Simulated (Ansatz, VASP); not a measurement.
# Cross-check of Ru (Ruthenium) between VASP and Ansatz, part 2 of 2

Aim: how closely do two programs agree when they are given the same cell, functional and k mesh? The cell is taken from a series of runs on this material, whose earlier steps may have relaxed, scaled, displaced or heated it; both programs get it as it stands.

VASP 6.6.1 and Ansatz 0.2.0.

So far: Set-up; VASP: zone-centre phonons, PBEsol.

### 3. Ansatz: zone-centre phonons, PBEsol

Level of this step: Ansatz beside VASP: Kohn-Sham DFT, plane waves, PBEsol (Ansatz).

Ansatz runs on its PAW soft_1 files.

The same cell, functional, mesh and smearing now go to Ansatz, which takes its cutoff from its data sets.

File input.yaml:

```yaml
crystal:
  lattice:
    - [2.7458599492, 0.0, 0.0]
    - [-1.3729299746, 2.3779844712, 0.0]
    - [0.0, 0.0, 4.3244590408]
  atoms:
    - { symbol: Ru, position: [0.3333333333, 0.6666666667, 0.25] }
    - { symbol: Ru, position: [0.6666666667, 0.3333333333, 0.75] }
kpoints:
  mp_grid: { grid: [18, 18, 12] }
hamiltonian:
  xc: pbesol
  pseudopotentials: { kind: paw, azcp: { folder: soft_1 }, xc_functional: pbe }
scf:
  occupations: { method: methfessel_paxton, width: 0.2 }
output:
  eigenvalues: true
phonons:
  method: dfpt
```

Started as:

```console
> ansatz run input.yaml --threads 4 --pin off --max-ram 10240MiB --backend cpu --events-out ev --progress --plain --runs-dir out
```

Numbers of over 12 decimals in the logs are rounded to 6 here.

Output:

```text
zone centre: on kpoints.mp_grid the ground state, and the responses unless they are solved on pairs of k-points, stand on 637 of the mesh's 3888 k-points, reduced under 4 symmetry operations, with k and −k counted as one. Each operation leaves every solved displacement unchanged or reverses it
Engine: ansatz 0.2.0, aarch64-unknown-linux-gnu
Pseudopotentials: kind: paw
Pseudopotential: Ru, paw, valence charge 16, recommended cutoff 420 eV (normal), soft_1/Ru.paw.azcp
Functional definition: PBEsol
  exchange = pbesol_x
  correlation = pbesol_c
Crystal: 2 atoms, lattice volume = 28.237 Å³
Basis set: ecut = 420 eV, 561 PW (Γ), exchange–correlation on 40×40×60 points (8 copies of the dense FFT grid, shifted against one another)
Bands: 20, of which v1, the nominal top of the filled ones, is band 16 counted from 1 (15 counted from 0)
Symmetry: 24 space group operations
k-points: 637 of 3888 (irreducible under 4 space group operations, time reversal used)
Non-local potential: Ru, projectors of the file, l = 0: 3, l = 1: 2, l = 2: 2, l = 3: 1
PAW form: soft (Blöchl's): semilocal exchange-correlation on the pseudo side does not see the compensation charge
PAW frozen core: Ru, regenerated for the run's functional, and the local potential with it (the file was generated under x = pbe(κ = 0.804, μ = 0.219515), c = pbe(β = 0.066725))
PAW one-centre angular grid: Ru, 590 points (default); XC on 64 Gauss nodes
Initial density: superposition of atomic densities (chi_scale 0.1, normalization cell)
Initial wavefunctions: pseudopotential atomic-orbital guess
Functional: x = pbesol(κ = 0.804, μ = 0.123457), c = pbesol(β = 0.046)
SCF iter   1: F=—  HF=-11634.559133 eV  |F-HF|=—  |Δ(HF+E_count)|=         —  Δρ=1.30e-1  dr2=4.75e0  ethr=3.10e-3  ⟨swp⟩=5.1  Hψ=111035  notcnv=0  defer=40
automatic band count: the SCF goes on with 24 bands, as 20 were too few: they end inside the smearing window of the response
preconditioner: auto → none  [metal: Δε(μ)=0.046 eV  Ē_g=11.100 eV  σ=0.200 eV  W_gap=0.19  n_scr=8 (ndim 8)  ℏωp=28.0 eV  f_vac=0.000  D(μ)=1.56/eV (n_scr^D=22)  sad-step TF]
SCF iter   2: F=—  HF=-11633.498326 eV  |F-HF|=—  |Δ(HF+E_count)|=    1.06e0  S|Δr|=    0.00e0  Δρ=7.45e-2  dr2=1.55e0  ethr=3.10e-3  ⟨swp⟩=2.8  Hψ=30289  notcnv=0  defer=1690
SCF iter   3: F=—  HF=-11633.001850 eV  |F-HF|=—  |Δ(HF+E_count)|=   4.96e-1  S|Δr|=    0.00e0  Δρ=3.90e-3  dr2=1.81e-3  ethr=3.10e-3  ⟨swp⟩=2.2  Hψ=22970  notcnv=0  defer=1690
SCF iter   4: F=—  HF=-11633.002795 eV  |F-HF|=—  |Δ(HF+E_count)|=   9.45e-4  S|Δr|=    0.00e0  Δρ=3.82e-4  dr2=1.07e-5  ethr=5.65e-6  ⟨swp⟩=2.5  Hψ=31351  notcnv=0  defer=1503
SCF iter   5: F=—  HF=-11633.002806 eV  |F-HF|=—  |Δ(HF+E_count)|=   1.11e-5  S|Δr|=    0.00e0  Δρ=1.71e-4  dr2=5.24e-6  ethr=3.34e-8  ⟨swp⟩=2.0  Hψ=24049  notcnv=0  defer=1503
SCF iter   6: F=—  HF=-11633.002804 eV  |F-HF|=—  |Δ(HF+E_count)|=   1.75e-6  S|Δr|=    0.00e0  Δρ=5.00e-5  dr2=5.64e-7  ethr=1.64e-8  ⟨swp⟩=2.1  Hψ=22777  notcnv=0  defer=1503
SCF iter   7: F=—  HF=-11633.002804 eV  |F-HF|=—  |Δ(HF+E_count)|=   6.01e-7  S|Δr|=    0.00e0  Δρ=5.29e-6  dr2=5.43e-9  ethr=1.76e-9  ⟨swp⟩=2.8  Hψ=22648  notcnv=0  defer=1503
SCF iter   8: F=—  HF=-11633.002804 eV  |F-HF|=—  |Δ(HF+E_count)|=   1.95e-9  S|Δr|=    0.00e0  Δρ=5.37e-7  dr2=4.29e-11  ethr=1.70e-11  ⟨swp⟩=2.6  Hψ=22947  notcnv=0  defer=1503
SCF iter   9: F=-11633.002804 eV  HF=-11633.002804 eV  |F-HF|=1.82e-12  |Δ(HF+E_count)|=  1.27e-11  S|Δr|=    0.00e0  Δρ=5.02e-8  dr2=2.29e-13  ethr=1.00e-12  ⟨swp⟩=9.9  Hψ=73169  notcnv=0
SCF 1 converged in 9 iterations: F = -11633.002804 eV  dr2 = 2.29e-13
  greatest PAW one-centre occupation: 1.000 electrons in one spin orbital (limit 2), on the Ru atom at site 1 (counted from 0), in its partial waves of l = 0
DFPT response loops at Γ: preconditioner auto → Kerker (q_TF=auto, 2.786 Å⁻¹) (partly filled bands, converged f_vac=0.000); β = 1.00, the filter's whole step (`scf.mixing.beta` (0.50) is not read by the response loops under this deck's `scf.mixing.preconditioner`; to damp them name `kerker` or `kerker_dos`, under which they read `scf.mixing.beta`, and type it under 1.00, their step now; both keys bind the ground state too); Broyden in place of MSR1
SCF converged after 9 iterations
Stability not checked: this state was not tested for a lower state beside it, because cold or Methfessel-Paxton smearing, or corrected tetrahedra, fill the levels in a way that the test cannot read (fill_not_monotonic; see scf.lower_state_search)
Free energy (F): -11633.002804 eV
Harris-Foulkes:  -11633.002804 eV  (|F-HF|=1.82e-12)
Internal energy: -11633.002979 eV  (E = F + TS)
E sigma→0 (E₀):  -11633.002848 eV
Entropy (-TS):   0.000175 eV (0.088 meV/atom)
Fermi energy:    22.080612 eV
Step filling:    the computed levels leave a gap of 0.0000 eV = 0.0 smearing widths at the electron count; against every level under it full and every level over it empty, smearing changes F+E_penalty+E_count by +0.486 meV and its σ→0 estimate by +0.442 meV
--- Per-component energies (eV) ---
  E_band       = -148.139530
  E_kinetic    = 916.411054
  E_local      = -2622.091851  (includes V_loc(G=0)·N_el)
  E_nonlocal   = 828.290582
  E_hartree    = 864.747434
  E_xc         = -337.071974
  E_vxc        = -427.550560  (∫ρ·V_xc dr)
  E_paw        = -6879.592114  (= ΣΔE_a)
  E_vpaw       = -572.694822  (= ΣTr[D̂ρ^β])
  E_aug_tail   = 0.001221  (compensation charges beyond the density's cutoff)
  E_ewald      = -4404.203923
  E_core_change = 0.506593  (= ΣΔE_core)
  E_smearing   = 0.000175  (= −TS)
  E_closure    = -0.000000  (closes the sum)
  Σ components = -11633.002804   (vs F -11633.002804, Δ=0.00e0)
--- Band table (eV; the first three rows and the last of 637) ---
  k-point 0: bands = [... 12 lower, 19.8271, 20.2718, 20.2718, 20.7293, 20.7293, 23.2038, 23.2038, 23.3205, ... 4 higher]
  k-point 1: bands = [... 12 lower, 19.7890, 20.2261, 20.2261, 20.8391, 20.8391, 23.0548, 23.2092, 23.2092, ... 4 higher]
  k-point 2: bands = [... 12 lower, 19.6828, 20.1021, 20.1021, 21.1134, 21.1134, 22.3775, 23.2108, 23.2108, ... 4 higher]
  k-point 636: bands = [... 12 lower, 19.5501, 19.5501, 20.8182, 20.8182, 23.6242, 23.6242, 26.8675, 26.8675, ... 4 higher]
--- Phonons (Γ-DFPT): 2 representative perturbations + reference, on 637 of 3888 k-points (Σ response iterations 6) ---
  k mesh reduced under 4 symmetry operations, with k and −k counted as one. Each operation leaves every solved displacement unchanged or reverses it
  ASR residual: 5.739e-5 → 0.000e0 eV/Å²; symmetrization residual: 4.823e-13 eV/Å²
  ASR residual per site (eV/Å²): 5.74e-5 5.74e-5
  Γ frequencies (cm⁻¹): 0.00 0.00 0.00 190.12 190.12 229.78
  non-analytic LO–TO correction: not included (Born effective charges unavailable; polar crystals: no LO–TO splitting at Γ)
```

In the SCF lines HF is the Harris–Foulkes energy and dr2 the Hartree energy of the density residual, in eV; the loop may stop once dr2 is under the threshold and the program's other checks hold. Hψ counts applications of the Hamiltonian.

### 4. Side by side

Known differences besides the potentials themselves: the data sets hold 32 valence electrons in Ansatz (on its PAW soft_1 files) and 28 in VASP; the cutoff is 420 eV in Ansatz and 500 eV in VASP; Ansatz makes its cores anew for this functional, VASP keeps those of its PBE data sets. Total energies have different zeros and are not compared.

Both answers:

```tsv
quantity	Ansatz	VASP	difference
optical mode 1 to 2 (cm⁻¹)	190.1	189.9	+0.12 %
optical mode 3 (cm⁻¹)	229.8	229.5	+0.13 %
```

Modes are paired by rising frequency, not by their patterns, so a pair may set unlike modes beside each other; they are those without the splitting of longitudinal modes.

### 5. Outcome

| Quantity | Value |
| --- | --- |
| r.m.s. difference of the optical zone-centre modes, each program's sorted by frequency (zone-centre phonons, PBEsol) | 0.25 cm⁻¹ |

The r.m.s. difference of the optical zone-centre modes, each program's sorted by frequency is 0.25 cm⁻¹ (zone-centre phonons, PBEsol). The data sets hold unlike numbers of valence electrons (32 in Ansatz and 28 in VASP), so part of the differences comes from the potentials. How closely two codes agree says nothing of how well the functional describes the real material.

[Lines on the potential files, build, host, timing and source positions are cut from VASP's logs without a mark.]

[Logs are printed without paths, hosts, clocks, repeated set-up lines and the standing remarks that a program may print on its own settings, such as how far it seeks lower states.]

[Hosts, paths, dates, database ids (printed as entryN), source tags and the programs' standing remarks are cut or masked in the printed files.]
